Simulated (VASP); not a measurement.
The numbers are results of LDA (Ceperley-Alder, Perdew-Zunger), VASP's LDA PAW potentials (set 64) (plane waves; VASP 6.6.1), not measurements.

Input for VASP

KPOINTS:
```
Automatic mesh
0
Gamma
7 7 7
0 0 0
```

File POSCAR:
```
CdTe
1.0
  0.0000000000   3.2427746598   3.2427746598
  3.2427746598   0.0000000000   3.2427746598
  3.2427746598   3.2427746598   0.0000000000
Cd Te
1 1
Cartesian
  0.0000000000   0.0000000000   0.0000000000
  1.6213873299   1.6213873299   1.6213873299
```

**INCAR**
```
SYSTEM = CdTe
PREC = Accurate; ENCUT = 520; LREAL = .FALSE.
LASPH = .TRUE.
EDIFF = 1E-7; NELM = 100; ALGO = Normal
LMAXMIX = 4
ISMEAR = 0; SIGMA = 0.05
ISIF = 2
LWAVE = .FALSE.; LCHARG = .FALSE.
```

POTCAR, in this order: Cd Te (LDA.64 set). Program: vasp_std.

The resulting files:

**OSZICAR**
```
       N       E                     dE             d eps       ncg     rms          rms(c)
DAV:   1     0.102438613937E+03    0.10244E+03   -0.84500E+03   520   0.121E+03
DAV:   2    -0.206913425009E+01   -0.10451E+03   -0.10010E+03   575   0.278E+02
DAV:   3    -0.624161188359E+01   -0.41725E+01   -0.41636E+01   645   0.578E+01
DAV:   4    -0.628367694926E+01   -0.42065E-01   -0.42060E-01   727   0.513E+00
DAV:   5    -0.628383009333E+01   -0.15314E-03   -0.15314E-03   615   0.280E-01    0.582E+00
DAV:   6    -0.606515164690E+01    0.21868E+00   -0.45775E-01   575   0.932E+00    0.470E+00
DAV:   7    -0.604362483442E+01    0.21527E-01   -0.10213E-01   585   0.243E+00    0.175E+00
DAV:   8    -0.604155205063E+01    0.20728E-02   -0.99029E-03   540   0.143E+00    0.479E-01
DAV:   9    -0.604125572588E+01    0.29632E-03   -0.79463E-04   595   0.337E-01    0.123E-01
DAV:  10    -0.604124488731E+01    0.10839E-04   -0.96495E-05   558   0.977E-02    0.543E-02
DAV:  11    -0.604124895518E+01   -0.40679E-05   -0.19932E-05   578   0.425E-02    0.280E-02
DAV:  12    -0.604124816718E+01    0.78800E-06   -0.19224E-06   559   0.115E-02    0.147E-02
DAV:  13    -0.604124812893E+01    0.38255E-07   -0.53984E-07   565   0.356E-03
   1 F= -.60412481E+01 E0= -.60412481E+01  d E =-.623885E-14
```

**OUTCAR**
```
------------------------ aborting loop because EDIFF is reached ----------------------------------------
  FORCE on cell =-STRESS in cart. coord.  units (eV):
  Direction    XX          YY          ZZ          XY          YZ          ZX
  --------------------------------------------------------------------------------------
  Total       -0.5475138     -0.5475138     -0.5475138      0.0000000      0.0000000      0.0000000
  in kB      -12.8624989    -12.8624989    -12.8624989      0.0000000      0.0000000      0.0000000
  external PRESSURE =     -12.8624989 kB  Pullay stress =       0.0000000 kB
  volume of cell :       68.20
      direct lattice vectors                 reciprocal lattice vectors
     0.000000000  3.242774660  3.242774660    -0.154188944  0.154188944  0.154188944
     3.242774660  0.000000000  3.242774660     0.154188944 -0.154188944  0.154188944
     3.242774660  3.242774660  0.000000000     0.154188944  0.154188944 -0.154188944
  FREE ENERGIE OF THE ION-ELECTRON SYSTEM (eV)
  ---------------------------------------------------
  free  energy   TOTEN  =        -6.0412481289 eV

  energy  without entropy=       -6.0412481289  energy(sigma->0) =       -6.04124813
```
(Selected blocks of OUTCAR.)

**OUTCAR**
```
 val. band max:        2.1361208207   @ k =   0.0000   0.0000   0.0000

 cond. band min:       2.6809317935   @ k =   0.0000   0.0000   0.0000


 Fermi energy:         2.3831064634

 k-point     1 :       0.0000    0.0000    0.0000
  band No.  band energies     occupation
      1      -9.0922      2.00000
      2      -6.1473      2.00000
      3      -6.1473      2.00000
      4      -6.1473      2.00000
      5      -5.8850      2.00000
      6      -5.8850      2.00000
      7       2.1361      2.00000
      8       2.1361      2.00000
      9       2.1361      2.00000
     10       2.6809      0.00000
     11       6.6381      0.00000
     12       6.6381      0.00000
     13       6.6381      0.00000

 k-point     2 :       0.1429    0.0000    0.0000
  band No.  band energies     occupation
      1      -9.0163      2.00000
      2      -6.1331      2.00000
      3      -6.1331      2.00000
      4      -6.0887      2.00000
      5      -5.8861      2.00000
      6      -5.8861      2.00000
      7       0.6261      2.00000
      8       1.9589      2.00000
      9       1.9589      2.00000
     10       3.7255      0.00000
     11       6.6373      0.00000
     12       6.9039      0.00000
     13       6.9039      0.00000

 k-point     3 :       0.2857    0.0000    0.0000
  band No.  band energies     occupation
      1      -8.8449      2.00000
      2      -6.1044      2.00000
      3      -6.1044      2.00000
      4      -5.8881      2.00000
      5      -5.8845      2.00000
      6      -5.8845      2.00000
      7      -1.0416      2.00000
      8       1.6187      2.00000
      9       1.6187      2.00000
     10       3.9461      0.00000
     11       7.2385      0.00000
     12       7.2385      0.00000
     13       7.7098      0.00000

 k-point     4 :       0.4286    0.0000    0.0000
  band No.  band energies     occupation
      1      -8.7090      2.00000
      2      -6.0861      2.00000
      3      -6.0861      2.00000
...
```

Unless said otherwise, spin-orbit coupling is left out, though it shifts the bands of the heavy elements here.

The compound is CdTe in the zinc blende structure. This cell is one point of a volume scan, at 1.03 of the reference volume.
